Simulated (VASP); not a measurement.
Crystal: Li.

```
Li
1.0
    -1.71966    1.71966    1.71966
     1.71966   -1.71966    1.71966
     1.71966    1.71966   -1.71966
Li
1
Direct
  0.00000 0.00000 0.00000
```

```yaml
Program: VASP 6.6.1
Task: relaxation of cell and atoms
Functional: PBE
Dispersion: D3(BJ)
Potentials_or_basis: VASP PAW PBE potentials, release 64 (Li_sv)
Cutoff: 600 eV
k_mesh: 18 × 18 × 18
Occupations: gaussian, width 0.1 eV
Spin: no spin polarisation
```

At the start: pressure -1.5 GPa; volume 20.34 Å³/atom.

Question: How do energy, volume and symmetry change on relaxing?

Answer: Over 7 steps the energy falls by 11.4 meV/atom and the volume is 18.11 Å³/atom (-11.0 %); space group Im-3m (No. 229, to 0.05 Å).

The path:
```csv
step,energy change (eV),largest force (eV/Å),pressure (GPa),volume (Å³)
1,0.0000,0.0000,-1.48,20.34
2,-0.0046,0.0000,-1.19,19.79
3,-0.0108,0.0000,-0.36,18.55
4,-0.0114,0.0000,0.02,18.07
5,-0.0114,0.0000,-0.02,18.11
6,-0.0114,0.0000,-0.02,18.11
7,-0.0114,0.0000,-0.02,18.11
```

Final structure:
```yaml
crystal:
  lattice:
    - [-1.65427, 1.65427, 1.65427]
    - [1.65427, -1.65427, 1.65427]
    - [1.65427, 1.65427, -1.65427]
  atoms:
    - { symbol: Li, position: [0.00000, 0.00000, 0.00000] }
```

Caveat: the cutoff is under 1.25 times the usual one of these potentials, so pressure, stress and relaxed cells hold a basis-set (Pulay) error; pairwise dispersion overbinds metals, which lowers pressure and volume.
